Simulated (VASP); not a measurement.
A convergence study with VASP on Ni3Si (L1_2): a few settings are varied, all else stays as given below, so the limit is that of these other settings. The cell's lengths are 1 % over those of the tabulated start and one atom is moved, so it is off equilibrium.

```
Ni3Si
1.0
    3.54510     0.00000     0.00000
    0.00000     3.54510     0.00000
    0.00000     0.00000     3.54510
Si Ni
1 3
Direct
  0.00000   0.00000   0.00000
  0.00000   0.50000   0.50000
  0.50000   0.00000   0.50000
  0.51709   0.50000   0.00000
```

These are PBE GGA, VASP's PBE PAW potentials (set 64) (plane waves; VASP) values and carry that method's errors. The last row used: 900 eV cut-off, 8×8×8 Γ-centred mesh, first-order Methfessel-Paxton smearing of 0.10 eV, potentials Si Ni_pv.

Energies of different potentials or hybrids have different zeros.

| setting | E (eV/atom) | pressure (GPa) | largest force (eV/Å) | plane waves |
|---|---|---|---|---|
| ENCUT = 300, POTCAR Si Ni | -5.9142 | -6.46 | 0.454 | 552 |
| ENCUT = 400, POTCAR Si Ni | -5.9096 | -6.68 | 0.453 | 840 |
| ENCUT = 520, POTCAR Si Ni | -5.9088 | -6.23 | 0.453 | 1222 |
| ENCUT = 700, POTCAR Si Ni | -5.9085 | -6.25 | 0.453 | 1888 |
| ENCUT = 900, POTCAR Si Ni | -5.9085 | -6.24 | 0.453 | 2800 |
| ENCUT = 300, POTCAR Si_GW Ni | -5.9147 | -6.41 | 0.454 | 552 |
| ENCUT = 400, POTCAR Si_GW Ni | -5.9091 | -6.62 | 0.454 | 840 |
| ENCUT = 520, POTCAR Si_GW Ni | -5.9082 | -6.18 | 0.454 | 1222 |
| ENCUT = 700, POTCAR Si_GW Ni | -5.9080 | -6.19 | 0.453 | 1888 |
| ENCUT = 900, POTCAR Si_GW Ni | -5.9079 | -6.18 | 0.453 | 2800 |
| ENCUT = 300, POTCAR Si_sv_GW Ni | 8.7462 | -1501.57 | 0.789 | 552 |
| ENCUT = 400, POTCAR Si_sv_GW Ni | -5.1563 | -146.95 | 0.457 | 840 |
| ENCUT = 520, POTCAR Si_sv_GW Ni | -5.8850 | -19.01 | 0.454 | 1222 |
| ENCUT = 700, POTCAR Si_sv_GW Ni | -5.9081 | -6.50 | 0.454 | 1888 |
| ENCUT = 900, POTCAR Si_sv_GW Ni | -5.9086 | -6.63 | 0.454 | 2800 |
| ENCUT = 300, POTCAR Si Ni_pv | -5.6158 | -126.13 | 0.524 | 552 |
| ENCUT = 400, POTCAR Si Ni_pv | -5.9242 | -7.98 | 0.460 | 840 |
| ENCUT = 520, POTCAR Si Ni_pv | -5.9219 | -8.10 | 0.459 | 1222 |
| ENCUT = 700, POTCAR Si Ni_pv | -5.9221 | -6.27 | 0.457 | 1888 |
| ENCUT = 900, POTCAR Si Ni_pv | -5.9217 | -6.30 | 0.457 | 2800 |

Left out are rungs that failed or repeat a setting and relaxations that didn't move; long series are thinned to 24 rows.

The compound is Ni3Si in the L1_2 structure. The cell was not relaxed at this level, it is distorted from the ideal structure. The run is not spin-polarised, so no magnetic state was tried.
